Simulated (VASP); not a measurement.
An input for Ansatz (written as the equivalent of a VASP run, and not itself run):

Ansatz 0.2 input:
```yaml
crystal:
  lattice:
    - [2.0770870, 1.1992070, 3.5549250]
    - [-2.0770870, 1.1992070, 3.5549250]
    - [0.0000000, -2.3984140, 3.5549250]
  atoms:
    - { symbol: Fe, position: [0.7624000, 0.7624000, 0.7624000], spin: 4 }
    - { symbol: Bi, position: [0.2376000, 0.2376000, 0.2376000] }
kpoints:
  mp_grid: { grid: [1, 1, 1] }
hamiltonian:
  xc: pbe
  pseudopotentials: { kind: paw }
magnetization: { spin_polarized: true }
scf:
  occupations: { method: fermi_dirac, width: 0.1 }
  max_iter: 100
output: { forces: true, stress: true, eigenvalues: true }
```

### Question
Write the VASP files for the same calculation (PBE).

### Answer
This is not unique; one that fits is 
**INCAR**
```
ALGO  =  Normal
EDIFF  =  1E-6
ENCUT  =  300
GGA  =  PE
ISIF  =  2
ISMEAR  =  -1
ISPIN  =  2
LASPH  =  .TRUE.
LCHARG  =  .FALSE.
LMAXMIX  =  4
LORBIT  =  11
LREAL  =  .FALSE.
LWAVE  =  .FALSE.
MAGMOM  =  4.0 0.0
NELM  =  100
PREC  =  Accurate
SIGMA  =  0.1
SYSTEM  =  FeBi
```

File KPOINTS:
```
K-points
0
gamma
1 1 1
```

File POSCAR:
```
FeBi
3.5549250
  0.5842843379   0.3373367933   1.0000000000
 -0.5842843379   0.3373367933   1.0000000000
  0.0000000000  -0.6746735866   1.0000000000
Fe Bi
1 1
direct
  0.7624000000   0.7624000000   0.7624000000
  0.2376000000   0.2376000000   0.2376000000
```

POTCAR, in this order: Fe Bi_d (PBE.64 set). Program: vasp_std.

What does not carry over: each code has its own PAW files, so the cut-off isn't converted (ENCUT is set for VASP's; basis.ecutwfc is left out, and Ansatz then takes the one that its files recommend); Ansatz stops its SCF on the density residual and VASP on the energy change (EDIFF).

The structure was generated: FeBi was put into an ordered model structure, which need not be its known phase. The cell was not relaxed at this level. The k-mesh is coarse (spacing up to 1.84 per Å, 2π included), so the numbers may not be converged in it. The run is one of a series of settings (KPOINTS 1×1×1 Γ-centred mesh against the base run), some of them coarse on purpose.
